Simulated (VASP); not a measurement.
A run of VASP 6.6.1 is set up as follows.

Contents of INCAR:

```
PREC = Accurate
ENCUT = 520
EDIFF = 1E-7
ISMEAR = 0
SIGMA = 0.1
LREAL = False
LASPH = True
NELM = 100
ALGO = Fast
ISIF = 2
LWAVE = False
LCHARG = False
LDIPOL = True
IDIPOL = 3
DIPOL = 0.5 0.5 0.296
GGA = PE
NBANDS = 21
```

KPOINTS

```
regular mesh
0
Gamma
  18 18 1
```

POSCAR

```
NbHO2
1.0
    3.0066269817      0.0000002927      0.0000000000
   -1.5033137443      2.6038151995      0.0000000000
    0.0000000000      0.0000000000     30.4103401600
Nb H O
1 1 2
Direct
    0.3333333333      0.6666666667      0.2737466743
    0.0000000000      0.0000000000      0.3526082854
    0.6666666667      0.3333333333      0.2374303522
    0.0000000000      0.0000000000      0.3203287911
```

Potentials or basis: VASP PAW PBE potentials, release 64 (Nb_sv, H, O).

Run with:

```bash
$ cat potpaw_PBE.64/Nb_sv/POTCAR potpaw_PBE.64/H/POTCAR potpaw_PBE.64/O/POTCAR > POTCAR
$ mpirun -np 1 vasp_std > vasp.out
```

(1) Predict the largest force.

(2) Estimate the band gap on the k mesh.

Results:

(1) 0.111 eV/Å.

(2) none (metal or under the smearing width).
